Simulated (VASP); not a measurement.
MnO₂ (rutile) relaxed at rising pressure, in one space group throughout; other phases were not tried. The pressures are those reached. Computed with PBEsol GGA, VASP's PBE PAW potentials (set 64) (plane waves; VASP).

| P (GPa) | V (Å³/atom) | k-mesh |
|---|---|---|
| -0.25 | 9.032 | 7×7×11 |
| 5.01 | 8.850 | 7×7×11 |
| 9.99 | 8.696 | 7×7×11 |
| 20.06 | 8.425 | 7×7×11 |
| 30.07 | 8.193 | 7×7×11 |

Fit an equation of state and predict the volume at 45.00 GPa.

Least squares on the third-order Birch-Murnaghan form, P = (3B0/2)(y⁷ − y⁵)[1 + (3/4)(B′ − 4)(y² − 1)] with y = (V0/V)^(1/3), gives V0 = 9.022 Å³/atom, B0 = 249 GPa and B′ = 4.6, and so 7.902 Å³/atom. The run gave 7.898 Å³/atom, -0.1 % from the fit.

Pressures at which the relaxation failed are left out.

The compound is MnO2 in the rutile structure. The spin order is the one that the start imposed; others were not tried in this run.
